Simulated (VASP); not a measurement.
Input of a VASP 6.6.1 run:

The input INCAR:

```
PREC = Accurate
ENCUT = 520
EDIFF = 1E-7
ISMEAR = -1
SIGMA = 0.05
LREAL = False
LASPH = True
NELM = 120
ALGO = Normal
ISIF = 2
LWAVE = False
LCHARG = False
ISPIN = 2
MAGMOM = 0 0 1 1 2 2
LORBIT = 11
LMAXMIX = 4
GGA = PE
NBANDS = 37
```

The input KPOINTS:

```
Automatic mesh
0
Gamma
  7 7 5
```

Contents of POSCAR:

```
CoNiSb
1.0
    4.2432701667      0.0000000000      0.0000000000
   -2.1216350833      3.6747797594      0.0000000000
    0.0000000000      0.0000000000      5.3802380000
Sb Ni Co
2 2 2
Direct
    0.3333333333      0.6666666667      0.2500000000
    0.6666666667      0.3333333333      0.7500000000
    0.3333333333      0.6666666667      0.7500000000
    0.6666666667      0.3333333333      0.2500000000
    0.0000000000      0.0000000000      0.0000000000
    0.0000000000      0.0000000000      0.5000000000
```

Potentials or basis: VASP PAW PBE potentials, release 64 (Sb, Ni, Co).

Run with:

```sh
$ cat potpaw_PBE.64/Sb/POTCAR potpaw_PBE.64/Ni/POTCAR potpaw_PBE.64/Co/POTCAR > POTCAR
$ mpirun -np 1 vasp_std > vasp.out
```

What does it give for the net moment?

1.81 μB per cell.

Predict the site moments.

Sb -0.00; Ni +0.06; Co +0.89 μB.

Stress tensor (GPa, compression positive):
```
 0.96  0.00  0.00
 0.00  0.96  0.00
 0.00  0.00 -0.41
```

The run has no spin-orbit coupling, so splittings on Sb are missing.
